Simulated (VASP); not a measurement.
A convergence study with VASP on Li2S (antifluorite): one setting is varied, all else stays as given below, so the limit is that of these other settings. Each run relaxes cell and ions; the cell shown is the tightest run's result.

```xyz
3
Lattice="0.0000 2.8491 2.8491 2.8491 0.0000 2.8491 2.8491 2.8491 0.0000" Properties=species:S:1:pos:R:3 pbc="T T T"
Li     1.4245     1.4245     1.4245
Li     4.2736     4.2736     4.2736
S      0.0000     0.0000     0.0000
```

Method: PBE GGA, VASP's PBE PAW potentials (set 64) (plane waves; VASP). The tightest run used: 700 eV cut-off, 11×11×11 Γ-centred mesh, Gaussian smearing of 0.050 eV, potentials Li_sv S.

The reference is 11×11×11 mesh, which took about 90 core-seconds. Costs are core time on shared hosts, one run each; read them as rough ratios.

Problem. Of the settings 2×2×2 mesh; 3×3×3 mesh; 4×4×4 mesh; 5×5×5 mesh; 6×6×6 mesh; 7×7×7 mesh; 8×8×8 mesh; 9×9×9 mesh; 10×10×10 mesh; 11×11×11 mesh, which is the lowest that keeps the difference from the reference in relaxed volume (Å³/atom) within 0.05 from there on, and what does it cost?

Solution. 4×4×4 mesh; its cost over the reference is about 1/8.
| setting | difference in relaxed volume (Å³/atom) | cost over the reference |
|---|---|---|
| 2×2×2 mesh | 1.033 | about 1/10 |
| 3×3×3 mesh | 0.117 | about 1/10 |
| 4×4×4 mesh | 0.020 | about 1/8 |
| 5×5×5 mesh | 0.003 | about 1/7 |
| 6×6×6 mesh | 0.000 | about 1/4 |
| 7×7×7 mesh | 0.000 | about 1/3 |
| 8×8×8 mesh | 0.000 | about 1/4 |
| 9×9×9 mesh | 0.000 | within a factor of 2 |
| 10×10×10 mesh | 0.000 | about 1/2 |
| 11×11×11 mesh | 0.000 | reference |

Left out are rungs that failed or repeat a setting and relaxations that didn't move; long series are thinned to 24 rows.

The compound is Li2S in the antifluorite structure.
